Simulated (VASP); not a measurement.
Energy against volume of Si (diamond). Calculation: PBEsol GGA, VASP's PBE PAW potentials (set 64) (plane waves; VASP). Run with 520 eV cut-off, 8×8×8 Γ-centred mesh, Gaussian smearing of 0.050 eV, potentials Si.

```csv
V (Å³/atom),E (eV/atom)
19.474,-5.73894
20.076,-5.74457
20.679,-5.73958
21.281,-5.72554
```

### Question
Fit these four points and predict the energy of the run at 18.872 Å³/atom.

### Answer
A cubic in V^(−2/3), the third-order Birch-Murnaghan form, passes through the four points with V0 = 20.08 Å³/atom and B0 = 94 GPa, and gives -5.7209 eV/atom there. The run gave -5.7209 eV/atom, -0.0 meV/atom from the fit; all five points give B0 = 94 GPa.

The compound is Si in the diamond structure. It was relaxed first.
